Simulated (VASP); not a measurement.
Wanted: the native input for a VASP 6.6.1 run.

| Quantity | Value |
| --- | --- |
| Task | band structure |
| Functional | BLYP |
| Potentials or basis | VASP PAW PBE potentials, release 64 (Hf_pv, Pd, Se, Br, O) |
| Cutoff | 520 eV |
| k mesh | 5 × 5 × 4 |
| Occupations | fermi-dirac, width 0.05 eV |
| Spin | no spin polarisation |
| Further INCAR settings | ALGO = Normal; EDIFF = 1e-07; NBANDS = 53 |

Hf2Pd2Se2Br2O3:

```
Hf Pd Se Br O
1.0
     5.82607   -0.01579   -0.00169
    -0.55462    5.98546    0.02683
    -1.49636   -0.95172    6.77731
Hf Pd Se Br O
2 2 2 2 3
Direct
  0.74706 0.39382 0.35258
  0.28631 0.45486 0.59197
  0.90603 0.13762 0.84658
  0.25438 0.90252 0.35712
  0.62957 0.40255 0.93915
  0.62566 0.77750 0.52632
  0.85453 0.99640 0.15303
  0.22399 0.81177 0.86020
  0.96122 0.29184 0.58838
  0.43618 0.24992 0.41435
  0.07506 0.58120 0.37035
```

The cell was built by a generator and needn't be a form met in nature.

These files were run (other wordings do the same):

POSCAR

```
Hf2Pd2Se2Br2O3                          
1.0
    5.8260711830     -0.0157895465     -0.0016943253
   -0.5546172148      5.9854626502      0.0268263947
   -1.4963567376     -0.9517209618      6.7773135516
  Hf              Pd              Se              Br              O             
     2     2     2     2     3
Direct
     0.7470615605817280    0.3938171372448516    0.3525787026095470
     0.2863085107546350    0.4548564169858847    0.5919673511703558
     0.9060337905500284    0.1376247542180702    0.8465828234580712
     0.2543839589872388    0.9025224052972588    0.3571192676167316
     0.6295741679804536    0.4025533775925850    0.9391496886056770
     0.6256554646302129    0.7775016022551622    0.5263197768881976
     0.8545344105610946    0.9963962406380349    0.1530297812234190
     0.2239937071419952    0.8117654336327127    0.8601957309551026
     0.9612215707566005    0.2918385212379868    0.5883834953243087
     0.4361810469651081    0.2499242335108446    0.4143478616290051
     0.0750618110909080    0.5811998773866157    0.3703455205195764
```

INCAR.step1

```
SYSTEM = Hf2Pd2Se2Br2O3
AGGAC    = 1.0          
AGGAX    = 1.0          
ALDAC    = 0.0          
ALDAX    = 1.0          
ALGO     = Normal         ! electronic algorithm
EDIFF    = 1E-7           ! SCF threshold, eV
ENCUT    = 520            ! plane-wave cutoff, eV
GGA      = B5             ! functional
ISIF     = 2              ! what is computed and relaxed
ISMEAR   = -1             ! smearing method
KPAR     = 4            
LASPH    = .True.         ! aspherical terms in the spheres
LCHARG   = .True.         ! write CHGCAR
LMAXMIX  = 4              ! l up to which the mixer works
LREAL    = .False.        ! projectors in reciprocal space
LWAVE    = .False.        ! write WAVECAR
NBANDS   = 53             ! bands
NELM     = 80             ! most SCF steps
PREC     = Accurate       ! precision mode
SIGMA    = 0.05           ! smearing width, eV
```

KPOINTS.step1

```
k-points
0
Gamma
  5 5 4
  0 0 0
```

INCAR.step2

```
SYSTEM = Hf2Pd2Se2Br2O3
AGGAC    = 1.0          
AGGAX    = 1.0          
ALDAC    = 0.0          
ALDAX    = 1.0          
ALGO     = Normal         ! electronic algorithm
EDIFF    = 1E-7           ! SCF threshold, eV
ENCUT    = 520            ! plane-wave cutoff, eV
GGA      = B5             ! functional
ICHARG   = 11             ! starting density
ISIF     = 2              ! what is computed and relaxed
ISMEAR   = 0              ! smearing method
KPAR     = 4            
LASPH    = .True.         ! aspherical terms in the spheres
LCHARG   = .False.        ! write CHGCAR
LMAXMIX  = 4              ! l up to which the mixer works
LREAL    = .False.        ! projectors in reciprocal space
LWAVE    = .False.        ! write WAVECAR
NBANDS   = 53             ! bands
NELM     = 80             ! most SCF steps
PREC     = Accurate       ! precision mode
SIGMA    = 0.05           ! smearing width, eV
```

KPOINTS.step2

```
path XGY,LGZ,NGM,RG
20
line-mode
reciprocal
 0.5000000000  0.0000000000  0.0000000000  X
 0.0000000000  0.0000000000  0.0000000000  G

 0.0000000000  0.0000000000  0.0000000000  G
 0.0000000000 -0.5000000000  0.0000000000  Y

 0.5000000000 -0.5000000000  0.0000000000  L
 0.0000000000  0.0000000000  0.0000000000  G

 0.0000000000  0.0000000000  0.0000000000  G
 0.0000000000  0.5000000000 -0.5000000000  Z

 0.5000000000  0.5000000000 -0.5000000000  N
 0.0000000000  0.0000000000  0.0000000000  G

 0.0000000000  0.0000000000  0.0000000000  G
 0.0000000000  0.0000000000 -0.5000000000  M

 0.5000000000  0.0000000000 -0.5000000000  R
 0.0000000000  0.0000000000  0.0000000000  G
```

Potentials or basis: VASP PAW PBE potentials, release 64 (Hf_pv, Pd, Se, Br, O).

Command:

```console
$ cat potpaw_PBE.64/Hf_pv/POTCAR potpaw_PBE.64/Pd/POTCAR potpaw_PBE.64/Se/POTCAR potpaw_PBE.64/Br/POTCAR potpaw_PBE.64/O/POTCAR > POTCAR
$ cp INCAR.step1 INCAR
$ cp KPOINTS.step1 KPOINTS
$ mpirun -np 4 vasp_std > vasp.out
$ cp INCAR.step2 INCAR
$ cp KPOINTS.step2 KPOINTS
$ mpirun -np 4 vasp_std > vasp.out
```

It gave:

The band gap on the k mesh is 0.16 eV, indirect (least direct gap 0.35 eV). The band gap along the path is 0.15 eV, indirect (least direct gap 0.26 eV).

Caveat: the log is that of the step along the path at fixed density, whose energy, stress, charges and moments have no meaning; spin-orbit coupling is left out, which moves the levels of the heavy elements.

It took 16 min on 4 MPI ranks on Intel(R) Xeon(R) Platinum 8375C CPU @ 2.90GHz (Ice Lake), on a shared host, peak memory 1.5 GiB a rank.
